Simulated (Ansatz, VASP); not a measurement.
**AlN: VASP beside Ansatz**

Aim: how closely do two programs agree when they are given the same cell, functional and k mesh? The cell is taken from a series of runs on this material, whose earlier steps may have relaxed, scaled, displaced or heated it; both programs get it as it stands.

Method: plane waves, with VASP 6.6.1 beside it; single point at LDA, in Ansatz 0.2.0.

### Step 1. Set-up

It takes space group F-43m (No. 216, cubic). The conventional cell has a = 4.427 Å, b = 4.427 Å, c = 4.427 Å, α = 90.00°, β = 90.00°, γ = 90.00°. Nearest to N lie 4 Al at 1.92 Å. Al has 4 N at 1.92 Å nearest. Farther neighbours and most contacts between anions are not listed.

### Step 2. VASP: single point, LDA

A single point gives forces, pressure and levels at one fixed geometry, so differences don't come from the geometry; what else differs is listed under the comparison.

Lines of VASP's logs that name or quote its potential files are left out, and so is its time.

Input file INCAR:

```
SYSTEM = AlN
PREC = Accurate
ENCUT = 600
EDIFF = 1E-06
NELM = 120
ISMEAR = 0
SIGMA = 0.01
LREAL = .FALSE.
ALGO = Normal
GGA = PW92
NBANDS = 10
LORBIT = 11
LWAVE = .FALSE.
LCHARG = .FALSE.
ISIF = 2
LASPH = .TRUE.
GGA_COMPAT = .FALSE.
EFERMI = MIDGAP
```

Input file POSCAR:

```
AlN
1.0
    0.0000000000      2.2136249210      2.2136249210
    2.2136249210      0.0000000000      2.2136249210
    2.2136249210      2.2136249210      0.0000000000
N Al
1 1
Direct
    0.2500000000      0.2500000000      0.2500000000
    0.0000000000      0.0000000000      0.0000000000
```

Input file KPOINTS:

```
Automatic mesh
0
Gamma
12 12 12
0 0 0
```

The projector-augmented-wave data sets are N and Al (LDA family, release 64).

On the command line:

```
> mpirun -np 1 vasp_std
```

Numbers of over 12 decimals in the logs are rounded to 6 here.

The log of the run:

```text
[banner, memory and clock lines left out]
running    1 mpi-ranks, on    1 nodes
 distrk:  each k-point on    1 cores,    1 groups
 distr:  one band on    1 cores,    1 groups

 POSCAR found type information on POSCAR N Al
 POSCAR found :  2 types and       2 ions
|                                                                             |
|               ----> ADVICE to this user running VASP <----                  |
|                                                                             |
|     You enforced a specific xc type in the INCAR file but a different       |
|     [... a line on the potential file left out ...]
|     I HOPE YOU KNOW WHAT YOU ARE DOING!                                     |
|                                                                             |

 LDA part: xc-table for (Slater(with rela. corr.)+PW92), standard interpolation
 POSCAR, INCAR and KPOINTS ok, starting setup
 FFT: planning ... GRIDC
 FFT: planning ... GRID_SOFT
 FFT: planning ... GRID
 WAVECAR not read
 entering main loop
       N       E                     dE             d eps       ncg     rms          rms(c)
DAV:   1     0.111157154880E+02    0.11116E+02   -0.42550E+03  1464   0.759E+02
DAV:   2    -0.178936343507E+02   -0.29009E+02   -0.27455E+02  1704   0.133E+02
DAV:   3    -0.187994467640E+02   -0.90581E+00   -0.90469E+00  1714   0.237E+01
DAV:   4    -0.188033036633E+02   -0.38569E-02   -0.38568E-02  1634   0.185E+00
DAV:   5    -0.188033379300E+02   -0.34267E-04   -0.34266E-04  1636   0.166E-01    0.847E+00
DAV:   6    -0.164182900264E+02    0.23850E+01   -0.13483E+01  1502   0.191E+01    0.293E+00
DAV:   7    -0.163750555169E+02    0.43235E-01   -0.86492E-02  1596   0.269E+00    0.188E+00
DAV:   8    -0.163460409559E+02    0.29015E-01   -0.33546E-02  1538   0.177E+00    0.382E-01
DAV:   9    -0.163455751149E+02    0.46584E-03   -0.15699E-03  1628   0.265E-01    0.181E-01
DAV:  10    -0.163455930543E+02   -0.17939E-04   -0.89240E-05  1598   0.728E-02    0.422E-02
DAV:  11    -0.163455909976E+02    0.20568E-05   -0.16962E-06  1546   0.114E-02    0.978E-03
DAV:  12    -0.163455909685E+02    0.29081E-07   -0.56710E-08   798   0.210E-03
   1 F= -.16345591E+02 E0= -.16345591E+02  d E =0.000000E+00
```

OUTCAR, selected parts (step 2):

```text
ion  position               nearest neighbor table
   1  0.250  0.250  0.250-   2 1.92   2 1.92   2 1.92   2 1.92
   2  0.000  0.000  0.000-   1 1.92   1 1.92   1 1.92   1 1.92

  LATTYP: Found a face centered cubic cell.
 ALAT       =     4.4272498420

 Subroutine GETGRP returns: Found 24 space group operations
 (whereof 24 operations were pure point group operations)

The static configuration has the point symmetry T_d .

 Found     72 irreducible k-points:

   k-points           NKPTS =     72   k-points in BZ     NKDIM =     72   number of bands    NBANDS=     10

   dimension x,y,z NGX =    28 NGY =   28 NGZ =   28
   dimension x,y,z NGXF=    56 NGYF=   56 NGZF=   56

   ENCUT  =  600.0 eV  44.10 Ry    6.64 a.u.   6.25  6.25  6.25*2*pi/ulx,y,z

   NELECT =       8.0000    total number of electrons

 k-points in reciprocal lattice and weights: Automatic mesh
   0.00000000  0.00000000  0.00000000       0.001
   0.08333333  0.00000000  0.00000000       0.005
   0.16666667  0.00000000  0.00000000       0.005
   0.25000000  0.00000000  0.00000000       0.005
   0.33333333  0.00000000  0.00000000       0.005
   0.41666667  0.00000000  0.00000000       0.005
   0.50000000  0.00000000  0.00000000       0.002
   0.08333333  0.08333333  0.00000000       0.003
   0.16666667  0.08333333  0.00000000       0.014
[...]
-0.33333333  0.50000000  0.16666667       0.007
  -0.25000000  0.50000000  0.25000000       0.003

 average (electrostatic) potential at core
       1 -60.3473       2 -70.4634

 E-fermi :   6.9377

 k-point     1 :       0.0000    0.0000    0.0000
  band No.  band energies     occupation
      1      -9.2568      2.00000
      2       5.3325      2.00000
      3       5.3325      2.00000
      4       5.3325      2.00000
      5       9.2153      0.00000
      6      17.2819      0.00000
      7      17.2819      0.00000
      8      17.2819      0.00000
      9      22.5455      0.00000
    ...

 k-point     2 :       0.0833    0.0000    0.0000
  band No.  band energies     occupation
      1      -9.1574      2.00000
      2       4.7461      2.00000
      3       5.2959      2.00000
      4       5.2959      2.00000
      5       9.6977      0.00000
      6      17.0086      0.00000
      7      17.3785      0.00000
      8      17.3785      0.00000
      9      21.5429      0.00000
    ...

 k-point     3 :       0.1667    0.0000    0.0000
  band No.  band energies     occupation
      1      -8.8694      2.00000
      2       3.5045      2.00000
      3       5.1997      2.00000
      4       5.1997      2.00000
      5      10.6122      0.00000
      6      16.3990      0.00000
      7      17.4595      0.00000
      8      17.4595      0.00000
      9      20.7782      0.00000
    ...

  Total       -1.4534832     -1.4534832     -1.4534832      0.0000000     -0.0000000      0.0000000
  in kB     -107.3441749   -107.3441749   -107.3441749      0.0000000     -0.0000000      0.0000000
  external PRESSURE =    -107.3441749 kB  Pullay stress =       0.0000000 kB

  energy-cutoff  :      600.00
  volume of cell :       21.69
      direct lattice vectors                 reciprocal lattice vectors
     0.000000000  2.213624921  2.213624921    -0.225873858  0.225873858  0.225873858
     2.213624921  0.000000000  2.213624921     0.225873858 -0.225873858  0.225873858
     2.213624921  2.213624921  0.000000000     0.225873858  0.225873858 -0.225873858

 POSITION                                       TOTAL-FORCE (eV/Angst)
 -----------------------------------------------------------------------------------
      1.10681      1.10681      1.10681         0.000000     -0.000000     -0.000000
      0.00000      0.00000      0.00000        -0.000000      0.000000      0.000000
 -----------------------------------------------------------------------------------
    total drift:                               -0.000000     -0.000000     -0.000000

  FREE ENERGIE OF THE ION-ELECTRON SYSTEM (eV)
  ---------------------------------------------------
  free  energy   TOTEN  =       -16.3455909685 eV

  energy  without entropy=      -16.3455909685  energy(sigma->0) =      -16.34559097

 total charge
# of ion       s       p       d       tot
------------------------------------------
    1        1.205   2.575   0.000   3.780
    2        0.371   0.435   0.000   0.806
--------------------------------------------------
tot          1.576   3.010   0.000   4.586

[... 3 further parts left out ...]
```

The run ends at a pressure of -10.73 GPa.

### Step 3. Ansatz: single point, LDA

Ansatz runs on its PAW soft_1 files.

The same cell, functional (in two slightly different forms) and mesh now go to Ansatz, which takes its cutoff from its data sets.

Input file input.yaml:

```yaml
crystal:
  lattice:
    - [0.0, 2.213624921, 2.213624921]
    - [2.213624921, 0.0, 2.213624921]
    - [2.213624921, 2.213624921, 0.0]
  atoms:
    - { symbol: "N", position: [0.25, 0.25, 0.25] }
    - { symbol: Al, position: [0.0, 0.0, 0.0] }
kpoints:
  mp_grid: { grid: [12, 12, 12] }
hamiltonian:
  xc: lda
  pseudopotentials: { kind: paw, azcp: { folder: soft_1 }, xc_functional: pbe }
scf:
  occupations: { method: fixed }
output:
  forces: true
  stress: true
  eigenvalues: true
```

On the command line:

```
> ansatz run input.yaml --threads 4 --pin off --max-ram 10240MiB --backend cpu --events-out ev --progress --plain --runs-dir out
```

The log of the run:

```text
Engine: ansatz 0.2.0, x86_64-unknown-linux-gnu
Pseudopotentials: kind: paw
Pseudopotential: N, paw, valence charge 5, recommended cutoff 420 eV (normal), soft_1/N.paw.azcp
Pseudopotential: Al, paw, valence charge 3, recommended cutoff 420 eV (normal), soft_1/Al.paw.azcp
Functional definition: SPW92
  exchange = slater_x
  correlation = pw_c
Crystal: 2 atoms, lattice volume = 21.694 Å³
Basis set: ecut = 420 eV, 411 PW (Γ)
Bands: 8, of which v1, the nominal top of the filled ones, is band 4 counted from 1 (3 counted from 0)
Symmetry: 24 space group operations
Space group: F-43m (ITA 216), of the structure as read, at distance tolerance 2.8e-5 Å
k-points: 72 of 1728 (time reversal used)
Non-local potential: N, projectors of the file, l = 0: 2, l = 1: 2, l = 2: 1
Non-local potential: Al, projectors of the file, l = 0: 2, l = 1: 2, l = 2: 1
PAW form: soft (Blöchl's): semilocal exchange-correlation on the pseudo side does not see the compensation charge
PAW frozen core: N, regenerated for the run's functional, and the local potential with it (the file was generated under x = pbe(κ = 0.804, μ = 0.219515), c = pbe(β = 0.066725))
PAW frozen core: Al, regenerated for the run's functional, and the local potential with it (the file was generated under x = pbe(κ = 0.804, μ = 0.219515), c = pbe(β = 0.066725))
PAW one-centre angular grid: N, 110 points (default); XC on 64 Gauss nodes
PAW one-centre angular grid: Al, 110 points (default); XC on 64 Gauss nodes
Initial density: superposition of atomic densities (chi_scale 0.1, normalization cell, long waves kept (reshape's long-wave potential 0.00 eV rms))
Initial wavefunctions: pseudopotential atomic-orbital guess
Functional: x = slater, c = lda
SCF iter   1: F=—  HF=-891.149843 eV  |F-HF|=—  |Δ(HF+E_count)|=         —  Δρ=1.27e-1  dr2=4.37e0  ethr=3.10e-3  ⟨swp⟩=4.1  Hψ=3772  notcnv=0  defer=4
preconditioner: auto → none  [insulator: Δε(μ)=5.213 eV  Ē_g=15.991 eV  n_scr=0 (ndim 8)  ℏωp=22.5 eV  f_vac=0.000  ε∞_Penn≈3.0]
SCF iter   2: F=—  HF=-890.031592 eV  |F-HF|=—  |Δ(HF+E_count)|=    1.12e0  Δρ=7.79e-2  dr2=8.43e-1  ethr=3.10e-3  ⟨swp⟩=2.8  Hψ=1800  notcnv=0  defer=93
SCF iter   3: F=—  HF=-889.786882 eV  |F-HF|=—  |Δ(HF+E_count)|=   2.45e-1  Δρ=2.16e-2  dr2=5.42e-2  ethr=3.10e-3  ⟨swp⟩=2.3  Hψ=1248  notcnv=0  defer=122
SCF iter   4: F=—  HF=-889.767334 eV  |F-HF|=—  |Δ(HF+E_count)|=   1.95e-2  Δρ=9.70e-4  dr2=6.52e-5  ethr=6.78e-4  ⟨swp⟩=2.0  Hψ=842  notcnv=0  defer=141
SCF iter   5: F=—  HF=-889.767301 eV  |F-HF|=—  |Δ(HF+E_count)|=   3.31e-5  Δρ=2.96e-4  dr2=6.54e-6  ethr=8.15e-7  ⟨swp⟩=2.1  Hψ=859  notcnv=0  defer=138
SCF iter   6: F=-889.767297 eV  HF=-889.767297 eV  |F-HF|=2.47e-8  |Δ(HF+E_count)|=   3.99e-6  Δρ=2.53e-5  dr2=6.24e-8  ethr=1.25e-9  ⟨swp⟩=4.5  Hψ=3243  notcnv=0
SCF 1 converged in 6 iterations: F = -889.767297 eV  dr2 = 6.24e-8
  greatest PAW one-centre occupation: 0.779 electrons in one spin orbital (limit 2), on the N atom at site 0 (counted from 0), in its partial waves of l = 0
SCF converged after 6 iterations
Free energy (F): -889.767297 eV
Harris-Foulkes:  -889.767297 eV  (|F-HF|=2.47e-8)
Internal energy: -889.767297 eV  (E = F + TS)
E sigma→0 (E₀):  -889.767297 eV
Fermi energy:    6.255016 eV
--- Per-component energies (eV) ---
  E_band       = 10.552818
  E_kinetic    = 154.293717
  E_local      = -213.492431  (includes V_loc(G=0)·N_el)
  E_nonlocal   = 46.250341
  E_hartree    = 77.247861
  E_xc         = -97.343152
  E_vxc        = -105.857441  (∫ρ·V_xc dr)
  E_paw        = -564.226997  (= ΣΔE_a)
  E_vpaw       = -25.139958  (= ΣTr[D̂ρ^β])
  E_aug_tail   = 0.000854  (compensation charges beyond the density's cutoff)
  E_ewald      = -292.633250
  E_core_change = 0.135761  (= ΣΔE_core)
  E_smearing   = -0.000000  (= −TS)
  E_closure    = -0.000000  (closes the sum)
  Σ components = -889.767297   (vs F -889.767297, Δ=0.00e0)
--- Forces (eV/Å), atoms counted from 1 ---
  atom   1  N     -0.00000000     0.00000000     0.00000000
  atom   2  Al     0.00000000    -0.00000000    -0.00000000
  max |Σ_I F_I| component: 1.85e-16 eV/Å
--- Stress (GPa, compression-positive) ---
      -10.940567      -0.000000      -0.000000
       -0.000000     -10.940567       0.000000
       -0.000000       0.000000     -10.940567
  P = ⅓ Tr σ = -10.9406 GPa (-109.406 kbar)
--- Band table (eV; the first three rows and the last of 72) ---
  k-point 0: bands = ["-8.3257", "6.2550", "6.2550", "6.2550", "10.1276", "18.2193", "18.2193", "18.2193"]
  k-point 1: bands = ["-8.2265", "5.6684", "6.2185", "6.2185", "10.6115", "17.9452", "18.3150", "18.3150"]
  k-point 2: bands = ["-7.9392", "4.4289", "6.1230", "6.1230", "11.5288", "17.3335", "18.3918", "18.3918"]
  k-point 71: bands = ["-5.6574", "2.4848", "2.9204", "3.6259", "12.1246", "17.2663", "17.6719", "17.7019"]
```

The run ends at a pressure of -10.94 GPa.

### Step 4. Differences

Known differences besides the potentials themselves: fixed occupations in Ansatz, narrow Gaussian smearing in VASP; the cutoff is 420 eV in Ansatz and 600 eV in VASP; VASP's log shows a relativistic correction to its local exchange, Ansatz's none. Total energies have different zeros and are not compared.

The two programs side by side:

```
              quantity  Ansatz    VASP  difference
        pressure (GPa)  -10.94  -10.73       -0.21
gap on the k mesh (eV)   3.220   3.210      +0.010
```

A gap on the mesh is an upper bound, since the band edges may lie between its points.

### Step 5. What came out

| Item | Value |
| --- | --- |
| difference in gap on the k mesh (single point, LDA) | 0.010 eV |

In words: The difference in gap on the k mesh is 0.010 eV (single point, LDA), within the 0.08 eV picked in this series as the mark of a large difference. How closely two codes agree says nothing of how well the functional describes the real material.

[Lines on the potential files, build, host, timing and source positions are cut from VASP's logs without a mark.]

[Logs are printed without paths, hosts, clocks, repeated set-up lines and the standing remarks that a program may print on its own settings, such as how far it seeks lower states.]

[Hosts, paths, dates, database ids (printed as entryN), source tags and the programs' standing remarks are cut or masked in the printed files.]
